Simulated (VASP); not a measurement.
Write the native input for VASP 6.6.1 that does the following.

- Task: relaxation of cell and atoms
- Functional: PBEsol
- Potentials or basis: VASP PAW PBE potentials, release 64 (Ga_d, Sn_d)
- Cutoff: 600 eV
- k mesh: 8 × 8 × 8
- Occupations: fermi-dirac, width 0.05 eV
- Spin: no spin polarisation
- Target pressure: 2 GPa
- Further INCAR settings: ALGO = Normal; EDIFF = 1e-07; IBRION = 2; EDIFFG = -0.005; NSW = 40; ISIF = 3
- Target pressure: 2 GPa

The structure of GaSn lies in POSCAR:

```
GaSn
1.0
    0.0000000000      2.9028814200      3.0982155700
    2.7292512900      0.0000000000      3.0982155700
    2.7292512900      2.9028814200      0.0000000000
Ga Sn
1 1
Direct
    0.5000000000      0.5000000000      0.5000000000
    0.0000000000      0.0000000000      0.0000000000
```

The cell was built by a generator and needn't be a form met in nature.

These files were run (other wordings do the same):

INCAR

```
SYSTEM = GaSn
ALGO = Normal ; EDIFF = 1E-7
EDIFFG = -0.005 ; ENCUT = 600
GGA = PS ; IBRION = 2
ISIF = 3 ; ISMEAR = -1
LASPH = .TRUE. ; LCHARG = .FALSE.
LREAL = .FALSE. ; LWAVE = .FALSE.
NELM = 80 ; NSW = 40
PREC = Accurate ; PSTRESS = 20
SIGMA = 0.05
```

KPOINTS

```
k-points
0
G
  8 8 8
  0 0 0
```

Potentials or basis: VASP PAW PBE potentials, release 64 (Ga_d, Sn_d).

Run with:

```bash
$ cat potpaw_PBE.64/Ga_d/POTCAR potpaw_PBE.64/Sn_d/POTCAR > POTCAR
$ mpirun -np 1 vasp_std > vasp.out
```

Results of the run:

```yaml
Relaxed_volume: 22.36 Å³/atom
Relaxed_cell: a = 3.984 Å, b = 3.984 Å, c = 3.984 Å, α = 60.00°, β = 60.00°, γ = 59.99°
Space_group_after_relaxing_to_0.05_Å: Fm-3m (No. 225)
Energy_change_on_relaxing_the_enthalpy_is_what_falls: -64.5 meV/atom
Ionic_steps: 11
Pressure_after_relaxing: 2.0 GPa
Band_gap_on_the_k_mesh: none (metal or under the smearing width)
```

Caveat: the cell is relaxed towards a set pressure, so the enthalpy falls and the energy may rise; the PAW data sets were made with another functional, which shifts forces and pressure a little.

Wall time 6 min on 1 thread of Intel(R) Xeon(R) Platinum 8559C (Emerald Rapids), on a shared host, peak memory 0.28 GiB.
